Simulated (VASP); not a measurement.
The system is AlN.

```xyz
4
Lattice="3.1100 0.0000 0.0000 -1.5550 2.6933 0.0000 0.0000 0.0000 4.9800" Properties=species:S:1:pos:R:3 pbc="T T T"
Al    1.5550    0.8978    0.0000
Al    0.0000    1.7956    2.4900
N     1.5550    0.8978    1.9024
N     0.0000    1.7956    4.3924
```

Program: VASP 6.6.1. Alike in all runs: task single point; potentials or basis VASP PAW PBE potentials, release 64 (Al, N); no spin polarisation; cell as given; cutoff (eV) 520; smearing fermi-dirac 0.05 eV.

Order these runs on this cell by their band gap on the k mesh, lowest first.
A. level PBE; k mesh 8 × 8 × 5
B. level r2SCAN; k mesh 8 × 8 × 5
C. level TB-mBJ; k mesh 8 × 8 × 5
D. level HSE06; k mesh 6 × 6 × 4; grid for exact exchange (PRECFOCK) Normal; screening parameter 0.2 1/A

A (4.21 eV), B (4.89 eV), C (5.37 eV), D (5.58 eV).

Caveats: an odd mesh through Γ misses points on the zone boundary, where band edges often lie (some runs).

Not every run made on this cell is shown here.
